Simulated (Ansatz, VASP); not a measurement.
# AgHPt: VASP beside Ansatz, part 2 of 2

One calculation is typed for both programs; each brings its own data sets. How far apart do they land? The cell is generated by rule, not measured, and may not be a known phase. The cell is taken from a series of runs on this material, whose earlier steps may have relaxed, scaled, displaced or heated it; both programs get it as it stands.

VASP 6.6.1 and Ansatz 0.2.0.

So far: The starting structure; Ansatz: relaxation of cell and atoms, r2SCAN.

## (3) VASP: relaxation of cell and atoms, r2SCAN

Level of this step: r2SCAN; plane waves and PAW (Ag, H, Pt); invented cell (VASP).

The same cell, functional, mesh and smearing now go to VASP, with its own data sets.

Lines of VASP's logs that name or quote its potential files are left out, and so is its time.

File INCAR:

```
SYSTEM = AgHPt
PREC = Accurate
ENCUT = 550
EDIFF = 1E-07
NELM = 120
ISMEAR = 1
SIGMA = 0.2
LREAL = .FALSE.
ALGO = Normal
METAGGA = R2SCAN
LASPH = .TRUE.
NBANDS = 17
LORBIT = 11
LWAVE = .FALSE.
LCHARG = .FALSE.
ISIF = 3
IBRION = 2
NSW = 80
EDIFFG = -0.005
GGA_COMPAT = .FALSE.
NELMIN = 4
LMIXTAU = .TRUE.
KPAR = 2
```

File POSCAR:

```
AgHPt
1.0
    4.6089130000      0.0000000000      0.0000000000
    0.0000000000      1.7094850000      2.3361270000
    0.0000000000     -1.7094850000      2.3361270000
Ag H Pt
1 1 1
Direct
    0.5000001085      0.4024368110      0.4024368110
    0.0000000000      0.6438735993      0.6438735993
    0.0000000000      0.0202456887      0.0202456887
```

File KPOINTS:

```
Automatic mesh
0
Gamma
10 16 16
0 0 0
```

The projector-augmented-wave data sets are Ag, H and Pt (PBE family, release 64).

On the command line:

```
$ mpirun -np 2 vasp_std
```

Numbers of over 12 decimals in the logs are rounded to 6 here.

What it wrote:

```text
[banner, memory and clock lines left out]
running    2 mpi-ranks, on    1 nodes
 distrk:  each k-point on    1 cores,    2 groups
 distr:  one band on    1 cores,    1 groups

 POSCAR found type information on POSCAR AgH Pt
 POSCAR found :  3 types and       3 ions
|                                                                             |
|               ----> ADVICE to this user running VASP <----                  |
|                                                                             |
|     You enforced a specific xc type in the INCAR file but a different       |
|     [... a line on the potential file left out ...]
|     I HOPE YOU KNOW WHAT YOU ARE DOING!                                     |
|                                                                             |

 LDA part: xc-table for (None), standard interpolation
 POSCAR, INCAR and KPOINTS ok, starting setup
 FFT: planning ... GRIDC
 FFT: planning ... GRID_SOFT
 FFT: planning ... GRID
 WAVECAR not read
 entering main loop
       N       E                     dE             d eps       ncg     rms          rms(c)
DAV:   1     0.566306327552E+02    0.56631E+02   -0.12063E+04 14988   0.134E+03
DAV:   2    -0.809056810738E+02   -0.13754E+03   -0.13098E+03 15610   0.283E+02
DAV:   3    -0.834045947958E+02   -0.24989E+01   -0.24858E+01 18003   0.415E+01
DAV:   4    -0.834178161210E+02   -0.13221E-01   -0.13220E-01 16932   0.290E+00
DAV:   5    -0.834179797650E+02   -0.16364E-03   -0.16364E-03 17848   0.348E-01    0.136E+01
DAV:   6    -0.767558227444E+02    0.66622E+01   -0.59465E+00 15210   0.279E+01    0.819E+00
DAV:   7    -0.762159876994E+02    0.53984E+00   -0.43002E-01 15497   0.665E+00    0.392E+00
DAV:   8    -0.760985128806E+02    0.11747E+00   -0.94121E-01 15638   0.820E+00    0.245E+00
DAV:   9    -0.763044647189E+02   -0.20595E+00   -0.14145E-01 15087   0.439E+00    0.780E-01
DAV:  10    -0.763403920760E+02   -0.35927E-01   -0.61386E-02 15764   0.211E+00    0.229E-01
DAV:  11    -0.763399965777E+02    0.39550E-03   -0.29240E-03 15764   0.586E-01    0.101E-01
DAV:  12    -0.763402832829E+02   -0.28671E-03   -0.16849E-03 16576   0.387E-01    0.628E-02
DAV:  13    -0.763404481899E+02   -0.16491E-03   -0.25692E-04 15841   0.134E-01    0.301E-02
DAV:  14    -0.763405787112E+02   -0.13052E-03   -0.23630E-04 15333   0.130E-01    0.259E-02
DAV:  15    -0.763405827166E+02   -0.40054E-05   -0.16268E-05 17286   0.334E-02    0.169E-02
DAV:  16    -0.763405944172E+02   -0.11701E-04   -0.91828E-07 16344   0.813E-03    0.148E-02
DAV:  17    -0.763406252938E+02   -0.30877E-04   -0.84198E-06 15504   0.229E-02    0.855E-03
DAV:  18    -0.763406358733E+02   -0.10580E-04   -0.92575E-06 15936   0.258E-02    0.874E-04
DAV:  19    -0.763406357988E+02    0.74504E-07   -0.21080E-07 15304   0.332E-03
   1 F= -.76340636E+02 E0= -.76340517E+02  d E =-.763406E+02
 curvature:   0.00 expect dE= 0.000E+00 dE for cont linesearch  0.000E+00
 trial: gam= 0.00000 g(F)=  0.100E-04 g(S)=  0.262E-03 ort = 0.000E+00 (trialstep = 0.100E+01)
 search vector abs. value=  0.272E-03
 bond charge predicted
       N       E                     dE             d eps       ncg     rms          rms(c)
DAV:   1    -0.763437568212E+02   -0.31209E-02   -0.51050E-02 15275   0.234E+00    0.367E-01
DAV:   2    -0.763406923280E+02    0.30645E-02   -0.85000E-03 15267   0.929E-01    0.119E-01
DAV:   3    -0.763406771383E+02    0.15190E-04   -0.24132E-04 15906   0.215E-01    0.870E-02
DAV:   4    -0.763406706192E+02    0.65191E-05   -0.88558E-05 16239   0.907E-02    0.427E-02
DAV:   5    -0.763406740361E+02   -0.34168E-05   -0.16704E-05 15294   0.439E-02    0.460E-03
DAV:   6    -0.763406753504E+02   -0.13143E-05   -0.16409E-06 18200   0.121E-02    0.292E-03
DAV:   7    -0.763406759296E+02   -0.57919E-06   -0.45359E-07 15525   0.655E-03    0.976E-04
DAV:   8    -0.763406761945E+02   -0.26498E-06   -0.29114E-07 15634   0.520E-03    0.270E-04
DAV:   9    -0.763406761715E+02    0.23070E-07   -0.26858E-08  7619   0.176E-03
   2 F= -.76340676E+02 E0= -.76340560E+02  d E =-.403726E-04
 trial-energy change:   -0.000040  1 .order   -0.000043   -0.000272    0.000186
 step:   0.5856(harm=  0.5940)  dis= 0.00028  next Energy=   -76.340715 (dE=-0.791E-04)
 bond charge predicted
       N       E                     dE             d eps       ncg     rms          rms(c)
DAV:   1    -0.763412417447E+02   -0.56555E-03   -0.87643E-03 15272   0.970E-01    0.153E-01
DAV:   2    -0.763407122273E+02    0.52952E-03   -0.14669E-03 15261   0.386E-01    0.482E-02
DAV:   3    -0.763407127512E+02   -0.52391E-06   -0.40901E-05 15861   0.877E-02    0.355E-02
DAV:   4    -0.763407143009E+02   -0.15496E-05   -0.15154E-05 16208   0.375E-02    0.175E-02
DAV:   5    -0.763407169109E+02   -0.26100E-05   -0.27927E-06 15295   0.180E-02    0.182E-03
DAV:   6    -0.763407170501E+02   -0.13926E-06   -0.27903E-07 17915   0.499E-03    0.119E-03
DAV:   7    -0.763407166951E+02    0.35506E-06   -0.76412E-08  9533   0.271E-03    0.402E-04
DAV:   8    -0.763407167715E+02   -0.76373E-07   -0.51398E-08  7603   0.209E-03
   3 F= -.76340717E+02 E0= -.76340599E+02  d E =-.809726E-04
 curvature:  -0.30 expect dE=-0.451E-06 dE for cont linesearch -0.108E-06
 trial: gam=-0.03096 g(F)=  0.111E-05 g(S)=  0.406E-06 ort = 0.994E-05 (trialstep = 0.917E+00)
 search vector abs. value=  0.117E-05
 reached required accuracy - stopping structural energy minimisation
```

Parts of OUTCAR (step 3):

```text
ion  position               nearest neighbor table
   1  0.500  0.402  0.402-   3 2.92   3 2.92   3 2.92   3 2.92   3 2.92   3 2.92
   2  0.000  0.644  0.644-   3 1.76   3 1.80   3 1.80
   3  0.000  0.020  0.020-   2 1.76   2 1.80   2 1.80   1 2.92   1 2.92   1 2.92   1 2.92   1 2.92
                             1 2.92

  LATTYP: Found a base centered orthorhombic cell.
 ALAT       =     3.4189700000
 B/A-ratio  =     1.3665677090
 C/A-ratio  =     1.3480413692

 Subroutine GETGRP returns: Found  4 space group operations
 (whereof  4 operations were pure point group operations)

The static configuration has the point symmetry C_2v.

 Found    438 irreducible k-points:

   k-points           NKPTS =    438   k-points in BZ     NKDIM =    438   number of bands    NBANDS=     17

   dimension x,y,z NGX =    36 NGY =   24 NGZ =   24
   dimension x,y,z NGXF=    72 NGYF=   48 NGZF=   48

   ENCUT  =  550.0 eV  40.42 Ry    6.36 a.u.   8.81  5.54  5.54*2*pi/ulx,y,z

   NELECT =      22.0000    total number of electrons

 k-points in reciprocal lattice and weights: Automatic mesh
   0.00000000  0.00000000  0.00000000       0.000
   0.10000000  0.00000000  0.00000000       0.001
   0.20000000  0.00000000  0.00000000       0.001
   0.30000000  0.00000000  0.00000000       0.001
   0.40000000  0.00000000  0.00000000       0.001
   0.50000000  0.00000000  0.00000000       0.000
   0.00000000  0.06250000  0.00000000       0.002
   0.10000000  0.06250000  0.00000000       0.003
   0.20000000  0.06250000  0.00000000       0.003
[...]
0.40000000  0.50000000  0.50000000       0.001
   0.50000000  0.50000000  0.50000000       0.000

 average (electrostatic) potential at core
       1 -75.5056       2 -32.5276       3 -70.9297

 E-fermi :   8.3333

 k-point     1 :       0.0000    0.0000    0.0000
  band No.  band energies     occupation
    ...
      8       4.6109      2.00000
      9       5.7265      2.00000
     10       6.7808      2.00000
     11       6.8066      2.00000
     12       8.3573      0.79851
     13      11.7369     -0.00000
     14      17.4813      0.00000
     15      22.2834      0.00000
     16      24.4989      0.00000
     17      25.8190      0.00000

 k-point     2 :       0.1000    0.0000    0.0000
  band No.  band energies     occupation
    ...
      8       4.5953      2.00000
      9       5.7501      2.00000
     10       6.7487      2.00000
     11       6.8099      2.00000
     12       7.8292      2.00211
     13      12.3656      0.00000
     14      17.5532      0.00000
     15      22.3401      0.00000
     16      24.0916      0.00000
     17      25.9816      0.00000

 k-point     3 :       0.2000    0.0000    0.0000
  band No.  band energies     occupation
    ...
      8       4.5566      2.00000
      9       5.8133      2.00000
     10       6.6571      2.00000
     11       6.8119      2.00000
     12       6.8413      2.00000
     13      13.6196      0.00000
     14      17.8008      0.00000
     15      22.5240      0.00000
     16      23.3840      0.00000
     17      25.8143      0.00000

  Total        0.0020174     -0.0011729      0.0044503      0.0000000      0.0000000      0.0000000
  in kB        0.0876232     -0.0509453      0.1932966      0.0000000      0.0000000      0.0000000
  external PRESSURE =       0.0766582 kB  Pullay stress =       0.0000000 kB

  energy-cutoff  :      550.00
  volume of cell :       36.89
      direct lattice vectors                 reciprocal lattice vectors
     4.611205664  0.000000000  0.000000000     0.216863023  0.000000000  0.000000000
     0.000000000  1.710688678  2.338082499     0.000000000  0.292279949  0.213850452
     0.000000000 -1.710688678  2.338082499     0.000000000 -0.292279949  0.213850452

 POSITION                                       TOTAL-FORCE (eV/Angst)
 -----------------------------------------------------------------------------------
      2.30560      0.00000      1.88188         0.000000      0.000000     -0.000568
      0.00000      0.00000      3.01056         0.000000      0.000000     -0.003078
      0.00000      0.00000      0.09495         0.000000      0.000000      0.003646
 -----------------------------------------------------------------------------------
    total drift:                               -0.000136      0.000000     -0.000344

  FREE ENERGIE OF THE ION-ELECTRON SYSTEM (eV)
  ---------------------------------------------------
  free  energy   TOTEN  =       -76.3407167715 eV

  energy  without entropy=      -76.3403649204  energy(sigma->0) =      -76.34059949

 reached required accuracy - stopping structural energy minimisation

 total charge
# of ion       s       p       d       tot
------------------------------------------
    1        0.383   0.260   9.228   9.871
    2        0.513   0.044   0.000   0.557
    3        0.606   0.523   8.230   9.360
--------------------------------------------------
tot          1.502   0.828  17.458  19.788

[... 3 further parts left out ...]
```

## (4) Comparison

Known differences besides the potentials themselves: VASP keeps PBE cores, Ansatz makes them for the functional; the data sets hold 38 valence electrons in Ansatz (on its default PAW (the set named soft_2) files) and 22 in VASP; the cutoff is 500 eV in Ansatz and 550 eV in VASP; Ansatz adds a Pulay correction to the stress that steers its cell, VASP none. Total energies have different zeros and are not compared.

Both answers:

| quantity | Ansatz | VASP | difference |
| --- | --- | --- | --- |
| volume (Å³) | 36.83 | 36.89 | -0.17 % |
| edge a after relaxation, in the typed setting (Å) | 4.613 | 4.611 | +0.04 % |
| edge b after relaxation, in the typed setting (Å) | 2.896 | 2.897 | -0.04 % |

## (5) Results

| Property | Result |
| --- | --- |
| difference in volume (relaxation of cell and atoms, r2SCAN) | -0.17 % |

In words: The difference in volume is -0.17 % (relaxation of cell and atoms, r2SCAN), within the 1.2 % picked in this series as the mark of a large difference, as far as the stopping tolerances let one tell. The data sets hold unlike numbers of valence electrons (38 in Ansatz and 22 in VASP), so part of the differences comes from the potentials. Such differences can come from data sets, numerical settings and the points named under the comparisons, not from the functional's error against experiment.

[Lines on the potential files, build, host, timing and source positions are cut from VASP's logs without a mark.]

[Logs are printed without paths, hosts, clocks, repeated set-up lines and the standing remarks that a program may print on its own settings, such as how far it seeks lower states.]

[Hosts, paths, dates, database ids (printed as entryN), source tags and the programs' standing remarks are cut or masked in the printed files.]
